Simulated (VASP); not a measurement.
VASP ran on this input.

INCAR:
```
SYSTEM = TlBr
PREC = Accurate
ENCUT = 500
EDIFF = 1E-6
NELM = 100
ALGO = Normal
LREAL = .FALSE.
LASPH = .TRUE.
ISMEAR = 0
SIGMA = 0.05
GGA = PS
LMAXMIX = 4
LWAVE = .FALSE.
LCHARG = .FALSE.
IBRION = 2
ISIF = 3
NSW = 40
EDIFFG = -0.02
```

**KPOINTS**
```
Automatic mesh
0
Gamma
  7 7 7
0 0 0
```

File POSCAR:
```
TlBr
1.0
  3.9104677491   0.0000000000   0.0000000000
  0.0000000000   3.9104677491   0.0000000000
  0.0000000000   0.0000000000   3.9104677491
Tl Br
1 1
Direct
  0.0000000000   0.0000000000   0.0000000000
  0.5000000000   0.5000000000   0.5000000000
```

POTCAR, in this order: Tl_d Br (PBE.64 set). Program: vasp_std.

Write an equivalent input for Quantum ESPRESSO's pw.x.

One equivalent input (not run):
```
&CONTROL
  calculation = 'vc-relax'
  pseudo_dir = './pseudo'
  outdir = './out'
  tprnfor = .true.
  tstress = .true.
  nstep = 40
  forc_conv_thr = 0.00078
/
&SYSTEM
  ibrav = 0
  nat = 2
  ntyp = 2
  ecutwfc = 62
  occupations = 'smearing'
  smearing = 'gaussian'
  degauss = 0.003675
  input_dft = 'pbesol'
/
&ELECTRONS
  conv_thr = 7.3e-08
  electron_maxstep = 100
/
&IONS
/
&CELL
/
ATOMIC_SPECIES
  Tl 204.380 Tl.upf
  Br 79.904 Br.upf
CELL_PARAMETERS angstrom
     3.9104677    0.0000000    0.0000000
     0.0000000    3.9104677    0.0000000
     0.0000000    0.0000000    3.9104677
ATOMIC_POSITIONS crystal
  Tl   0.0000000  0.0000000  0.0000000
  Br   0.5000000  0.5000000  0.5000000
K_POINTS automatic
  7 7 7 0 0 0
```
What does not carry over: the potentials are each code's own (VASP's PAW set, PseudoDojo norm-conserving files in pw.x), so ENCUT and ecutwfc are chosen apart and not converted; conv_thr bounds pw.x's estimated SCF error, while EDIFF bounds the energy change between steps; forc_conv_thr acts on force components and is met together with etot_conv_thr.

The compound is TlBr in the CsCl type structure. It was relaxed first, which changed the volume by -6 %.
